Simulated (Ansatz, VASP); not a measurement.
# Cross-check of Cr3CdC between VASP and Ansatz, part 2 of 2

Aim: how closely do two programs agree when they are given the same cell, functional and k mesh? The cell is taken from a series of runs on this material, whose earlier steps may have relaxed, scaled, displaced or heated it; both programs get it as it stands.

VASP 6.6.1 and Ansatz 0.2.0.

So far: The starting structure; Ansatz: relaxation of cell and atoms, LDA.

The structure was built from a prototype and need not be the compound's stable phase.

### 3. VASP: relaxation of cell and atoms, LDA

Level of this step: LDA, zero-moment start; plane waves and PAW (Cd, Cr_pv, C) (VASP).

The same cell, functional (in two slightly different forms), mesh and smearing now go to VASP, with its own data sets.

Lines of VASP's logs that name or quote its potential files are left out, and so is its time.

File INCAR:

```
SYSTEM = Cr3CdC
PREC = Accurate
ENCUT = 600
EDIFF = 1E-07
NELM = 200
ISMEAR = -1
SIGMA = 0.1
LREAL = .FALSE.
ALGO = Normal
GGA = CA
NBANDS = 34
ISPIN = 2
MAGMOM = -0 -0 -0 -0 0
LASPH = .TRUE.
LMAXMIX = 4
LORBIT = 11
LWAVE = .FALSE.
LCHARG = .FALSE.
ISIF = 3
IBRION = 2
NSW = 80
EDIFFG = -0.005
GGA_COMPAT = .FALSE.
NELMIN = 4
KPAR = 2
```

File POSCAR:

```
Cr3CdC
1.0
    3.8542990000      0.0000000000      0.0000000000
    0.0000000000      3.8542990000      0.0000000000
    0.0000000000      0.0000000000      3.8542990000
Cd Cr C
1 3 1
Direct
    0.0000000000      0.0000000000      0.0000000000
    0.0000000000      0.4999998703      0.4999998703
    0.4999998703      0.0000000000      0.4999998703
    0.4999998703      0.4999998703      0.0000000000
    0.4999998703      0.4999998703      0.4999998703
```

File KPOINTS:

```
Automatic mesh
0
Gamma
10 10 10
0 0 0
```

PAW data sets: Cd, Cr_pv and C (LDA family, release 64).

Run with:

```console
mpirun -np 2 vasp_std
```

Numbers of over 12 decimals in the logs are rounded to 6 here.

The log of the run:

```text
[banner, memory and clock lines left out]
running    2 mpi-ranks, on    1 nodes
 distrk:  each k-point on    1 cores,    2 groups
 distr:  one band on    1 cores,    1 groups

 POSCAR found type information on POSCAR CdCrC
 POSCAR found :  3 types and       5 ions
 LDA part: xc-table for (Slater(with rela. corr.)+CA(PZ))
 , standard interpolation
 POSCAR, INCAR and KPOINTS ok, starting setup
 FFT: planning ... GRIDC
 FFT: planning ... GRID_SOFT
 FFT: planning ... GRID
 WAVECAR not read
 entering main loop
       N       E                     dE             d eps       ncg     rms          rms(c)
DAV:   1     0.665543073366E+03    0.66554E+03   -0.31841E+04  7848   0.203E+03
DAV:   2    -0.559799001840E+01   -0.67114E+03   -0.65143E+03  7632   0.563E+02
DAV:   3    -0.512305601291E+02   -0.45633E+02   -0.44186E+02  8652   0.157E+02
DAV:   4    -0.527155376485E+02   -0.14850E+01   -0.14714E+01  8634   0.267E+01
DAV:   5    -0.527509024422E+02   -0.35365E-01   -0.35341E-01  9428   0.396E+00    0.292E+01
DAV:   6    -0.439460446342E+02    0.88049E+01   -0.88604E+01  9774   0.710E+01    0.102E+01
DAV:   7    -0.424993480489E+02    0.14467E+01   -0.15021E+01  8174   0.327E+01    0.800E+00
DAV:   8    -0.423986194047E+02    0.10073E+00   -0.73281E-01  8096   0.650E+00    0.357E+00
DAV:   9    -0.423403486908E+02    0.58271E-01   -0.18041E-01  8544   0.300E+00    0.808E-01
DAV:  10    -0.423349591222E+02    0.53896E-02   -0.21147E-02 10114   0.119E+00    0.230E-01
DAV:  11    -0.423349300716E+02    0.29051E-04   -0.10452E-03 10012   0.233E-01    0.771E-02
DAV:  12    -0.423349123813E+02    0.17690E-04   -0.19316E-04  9618   0.101E-01    0.374E-02
DAV:  13    -0.423349137955E+02   -0.14142E-05   -0.25275E-05  8972   0.259E-02    0.171E-02
DAV:  14    -0.423349109255E+02    0.28699E-05   -0.82362E-06 10204   0.167E-02    0.545E-03
DAV:  15    -0.423349108172E+02    0.10836E-06   -0.14965E-06  8316   0.593E-03    0.174E-03
DAV:  16    -0.423349108163E+02    0.85038E-09   -0.52987E-08  4408   0.146E-03
   1 F= -.42334911E+02 E0= -.42221058E+02  d E =-.423349E+02  mag=    -0.0000
 curvature:   0.00 expect dE= 0.000E+00 dE for cont linesearch  0.000E+00
 trial: gam= 0.00000 g(F)=  0.000E+00 g(S)=  0.510E-02 ort = 0.000E+00 (trialstep = 0.100E+01)
 search vector abs. value=  0.510E-02
 bond charge predicted
       N       E                     dE             d eps       ncg     rms          rms(c)
DAV:   1    -0.424546481505E+02   -0.11974E+00   -0.23842E+00  7652   0.162E+01    0.277E+00
DAV:   2    -0.423629930228E+02    0.91655E-01   -0.10079E+00  7902   0.830E+00    0.109E+00
DAV:   3    -0.423358790853E+02    0.27114E-01   -0.14150E-01  7912   0.317E+00    0.634E-01
DAV:   4    -0.423344071265E+02    0.14720E-02   -0.87550E-03  8150   0.578E-01    0.311E-01
DAV:   5    -0.423337856303E+02    0.62150E-03   -0.87720E-04  9538   0.209E-01    0.119E-01
DAV:   6    -0.423336571814E+02    0.12845E-03   -0.14776E-04  9384   0.887E-02    0.214E-02
DAV:   7    -0.423336560900E+02    0.10914E-05   -0.34867E-05 11090   0.269E-02    0.127E-02
DAV:   8    -0.423336561626E+02   -0.72624E-07   -0.18189E-06  8896   0.873E-03    0.395E-03
DAV:   9    -0.423336561597E+02    0.28831E-08   -0.24790E-07  6298   0.382E-03
   2 F= -.42333656E+02 E0= -.42218038E+02  d E =0.125466E-02  mag=    -0.0000
 trial-energy change:    0.001255  1 .order    0.001273   -0.005098    0.007645
 step:   0.4022(harm=  0.4001)  dis= 0.00000  next Energy=   -42.335937 (dE=-0.103E-02)
 bond charge predicted
       N       E                     dE             d eps       ncg     rms          rms(c)
DAV:   1    -0.423786949910E+02   -0.45039E-01   -0.84515E-01  7648   0.959E+00    0.165E+00
DAV:   2    -0.423452188488E+02    0.33476E-01   -0.34110E-01  7828   0.486E+00    0.617E-01
DAV:   3    -0.423367729051E+02    0.84459E-02   -0.46085E-02  7880   0.183E+00    0.370E-01
DAV:   4    -0.423361985707E+02    0.57433E-03   -0.29861E-03  8250   0.365E-01    0.169E-01
DAV:   5    -0.423359846916E+02    0.21388E-03   -0.27259E-04  9538   0.115E-01    0.649E-02
DAV:   6    -0.423359428609E+02    0.41831E-04   -0.49288E-05  9200   0.519E-02    0.118E-02
DAV:   7    -0.423359427117E+02    0.14916E-06   -0.10080E-05 10390   0.145E-02    0.741E-03
DAV:   8    -0.423359427081E+02    0.36152E-08   -0.65452E-07  8652   0.511E-03
   3 F= -.42335943E+02 E0= -.42221385E+02  d E =-.103189E-02  mag=    -0.0000
 curvature:  -0.20 expect dE=-0.173E-06 dE for cont linesearch -0.173E-06
 trial: gam= 0.00000 g(F)=  0.177E-46 g(S)=  0.865E-06 ort =-0.664E-04 (trialstep = 0.880E+00)
 search vector abs. value=  0.865E-06
 reached required accuracy - stopping structural energy minimisation
```

Parts of OUTCAR (step 3):

```text
ion  position               nearest neighbor table
   1  0.000  0.000  0.000-   2 2.73   3 2.73   4 2.73   2 2.73   3 2.73   2 2.73   4 2.73   3 2.73
                             4 2.73   2 2.73   3 2.73   4 2.73
   2  0.000  0.500  0.500-   5 1.93   5 1.93   4 2.73   1 2.73   3 2.73   3 2.73   1 2.73   4 2.73
                             3 2.73   4 2.73   1 2.73   1 2.73   3 2.73   4 2.73
   3  0.500  0.000  0.500-   5 1.93   5 1.93   4 2.73   1 2.73   2 2.73   2 2.73   1 2.73   4 2.73
                             2 2.73   4 2.73   1 2.73   1 2.73   2 2.73   4 2.73
   4  0.500  0.500  0.000-   5 1.93   5 1.93   3 2.73   1 2.73   2 2.73   2 2.73   1 2.73   3 2.73
                             2 2.73   3 2.73   1 2.73   2 2.73   3 2.73   1 2.73
   5  0.500  0.500  0.500-   2 1.93   3 1.93   4 1.93   2 1.93   3 1.93   4 1.93

  LATTYP: Found a simple cubic cell.
 ALAT       =     3.8542990000

 Subroutine GETGRP returns: Found 48 space group operations
 (whereof 48 operations were pure point group operations)

The static configuration has the point symmetry O_h .

 Found     56 irreducible k-points:

   k-points           NKPTS =     56   k-points in BZ     NKDIM =     56   number of bands    NBANDS=     34

   dimension x,y,z NGX =    32 NGY =   32 NGZ =   32
   dimension x,y,z NGXF=    64 NGYF=   64 NGZF=   64

   ENCUT  =  600.0 eV  44.10 Ry    6.64 a.u.   7.70  7.70  7.70*2*pi/ulx,y,z

   NELECT =      52.0000    total number of electrons

 k-points in reciprocal lattice and weights: Automatic mesh
   0.00000000  0.00000000  0.00000000       0.001
   0.10000000  0.00000000  0.00000000       0.006
   0.20000000  0.00000000  0.00000000       0.006
   0.30000000  0.00000000  0.00000000       0.006
   0.40000000  0.00000000  0.00000000       0.006
   0.50000000  0.00000000  0.00000000       0.003
   0.10000000  0.10000000  0.00000000       0.012
   0.20000000  0.10000000  0.00000000       0.024
   0.30000000  0.10000000  0.00000000       0.024
[...]
0.50000000  0.50000000  0.40000000       0.006
   0.50000000  0.50000000  0.50000000       0.001

 average (electrostatic) potential at core
       1 -34.0122       2 -68.6165       3 -68.6165       4 -68.6165       5 -50.2298

 E-fermi :   8.5037

 spin component 1
 k-point     1 :       0.0000    0.0000    0.0000
  band No.  band energies     occupation
    ...
     20       6.1835      1.00000
     21       6.1835      1.00000
     22       6.1835      1.00000
     23       6.8558      1.00000
     24       6.8558      1.00000
     25       8.9543      0.01092
     26       8.9543      0.01092
     27       8.9543      0.01092
     28       9.1227      0.00205
     29       9.1227      0.00205
    ...

 k-point     2 :       0.1000    0.0000    0.0000
  band No.  band energies     occupation
    ...
     20       6.1857      1.00000
     21       6.3590      1.00000
     22       6.3590      1.00000
     23       6.8347      1.00000
     24       6.9149      1.00000
     25       8.9075      0.01734
     26       8.9075      0.01734
     27       8.9297      0.01393
     28       9.0946      0.00271
     29       9.1186      0.00213
    ...

 k-point     3 :       0.2000    0.0000    0.0000
  band No.  band energies     occupation
    ...
     20       6.1918      1.00000
     21       6.4662      1.00000
     22       6.4662      1.00000
     23       6.5885      1.00000
     24       7.0871      1.00000
     25       8.8169      0.04183
     26       8.8169      0.04183
     27       8.8296      0.03700
     28       8.8654      0.02616
     29       9.1049      0.00244
    ...

 k-point     4 :       0.3000    0.0000    0.0000
  band No.  band energies     occupation
    ...
     21       6.1996      1.00000
     22       6.4604      1.00000
     23       6.4604      1.00000
     24       7.3520      0.99999
     25       8.4325      0.67086
     26       8.7506      0.07807
     27       8.7506      0.07807
     28       8.7860      0.05610
     29       9.0732      0.00335
     30       9.6347      0.00001
    ...

 k-point     5 :       0.4000    0.0000    0.0000
  band No.  band energies     occupation
    ...
     21       6.2062      1.00000
     22       6.4065      1.00000
     23       6.4065      1.00000
     24       7.6491      0.99981
     25       8.1692      0.96594
     26       8.7200      0.10311
     27       8.7200      0.10311
     28       8.7218      0.10149
     29       8.9892      0.00773
     30       9.3828      0.00015
    ...

 k-point     6 :       0.5000    0.0000    0.0000
  band No.  band energies     occupation
    ...
     21       6.2089      1.00000
     22       6.3788      1.00000
     23       6.3788      1.00000
     24       7.8073      0.99906
     25       8.0853      0.98499
     26       8.6973      0.12616
     27       8.7118      0.11097
     28       8.7118      0.11097
     29       8.8992      0.01881
     30       9.2988      0.00035
    ...

  Total       -0.0054660     -0.0054660     -0.0054660      0.0000000      0.0000000     -0.0000000
  in kB       -0.1522025     -0.1522025     -0.1522025      0.0000000      0.0000000     -0.0000000
  external PRESSURE =      -0.1522025 kB  Pullay stress =       0.0000000 kB

  energy-cutoff  :      600.00
  volume of cell :       57.54
      direct lattice vectors                 reciprocal lattice vectors
     3.860575745  0.000000000  0.000000000     0.259028722 -0.000000000  0.000000000
     0.000000000  3.860575745  0.000000000    -0.000000000  0.259028722  0.000000000
    -0.000000000 -0.000000000  3.860575745    -0.000000000 -0.000000000  0.259028722

 POSITION                                       TOTAL-FORCE (eV/Angst)
 -----------------------------------------------------------------------------------
      0.00000      0.00000      0.00000         0.000000      0.000000      0.000000
     -0.00000      1.93029      1.93029        -0.000000     -0.000000      0.000000
      1.93029     -0.00000      1.93029        -0.000000     -0.000000      0.000000
      1.93029      1.93029      0.00000         0.000000      0.000000      0.000000
      1.93029      1.93029      1.93029        -0.000000     -0.000000      0.000000
 -----------------------------------------------------------------------------------
    total drift:                                0.000834      0.000834      0.000834

  FREE ENERGIE OF THE ION-ELECTRON SYSTEM (eV)
  ---------------------------------------------------
  free  energy   TOTEN  =       -42.3359427081 eV

  energy  without entropy=      -42.1068272966  energy(sigma->0) =      -42.22138500

 reached required accuracy - stopping structural energy minimisation

 total charge
# of ion       s       p       d       tot
------------------------------------------
    1        0.591   0.573   9.444  10.608
    2        0.339   6.398   4.306  11.042
    3        0.339   6.398   4.306  11.042
    4        0.339   6.398   4.306  11.042
    5        0.902   1.628   0.000   2.530
--------------------------------------------------
tot          2.509  21.393  22.361  46.264

 magnetization (x)
# of ion       s       p       d       tot
------------------------------------------
    1        0.000   0.000  -0.000   0.000
    2        0.000   0.000  -0.000  -0.000
    3        0.000   0.000  -0.000  -0.000
    4        0.000   0.000  -0.000  -0.000
    5       -0.000  -0.000   0.000  -0.000
--------------------------------------------------
tot          0.000  -0.000  -0.000  -0.000

[... 1 further part left out ...]
```

CONTCAR:

```
Cr3CdC
   1.00000000000000
     3.8605757448842941    0.0000000000000000    0.0000000000000000
     0.0000000000000000    3.8605757448842941    0.0000000000000000
    -0.0000000000000000   -0.0000000000000000    3.8605757448842941
  Cd              Cr              C
     1     3     1
Direct
     0.0000000000000000    0.0000000000000000    0.0000000000000000
     0.0000000000000000    0.4999998703000017    0.4999998703000017
     0.4999998703000017    0.0000000000000000    0.4999998703000017
     0.4999998703000017    0.4999998703000017    0.0000000000000000
     0.4999998703000017    0.4999998703000017    0.4999998703000017
```

This run allows spin, but its moments start at zero, where symmetry between the spins tends to hold them, although Cr can carry a moment.

### 4. Differences

Known differences besides the potentials themselves: the two LDA forms differ slightly; the data sets hold 66 valence electrons in Ansatz (on its default PAW (the set named soft_2) files) and 52 in VASP; the cutoff is 420 eV in Ansatz and 600 eV in VASP; VASP's log shows a relativistic correction to its local exchange, Ansatz's none; Ansatz adds a Pulay correction to the stress that steers its cell, VASP none. Total energies have different zeros and are not compared.

The two programs side by side:

| quantity | Ansatz | VASP | difference |
| --- | --- | --- | --- |
| volume (Å³) | 57.29 | 57.54 | -0.43 % |
| edge a after relaxation, in the typed setting (Å) | 3.855 | 3.861 | -0.15 % |

### 5. What came out

* difference in volume (relaxation of cell and atoms, LDA): -0.43 %

The difference in volume is -0.43 % (relaxation of cell and atoms, LDA), within the 1.2 % picked in this series as the mark of a large difference, as far as the stopping tolerances let one tell. The data sets hold unlike numbers of valence electrons (66 in Ansatz and 52 in VASP), so part of the differences comes from the potentials. 1 further run of this series is not shown here. Such differences can come from data sets, numerical settings and the points named under the comparisons, not from the functional's error against experiment.

[Lines on the potential files, build, host, timing and source positions are cut from VASP's logs without a mark.]

[Logs are printed without paths, hosts, clocks, repeated set-up lines and the standing remarks that a program may print on its own settings, such as how far it seeks lower states.]

[Hosts, paths, dates, database ids (printed as entryN), source tags and the programs' standing remarks are cut or masked in the printed files.]
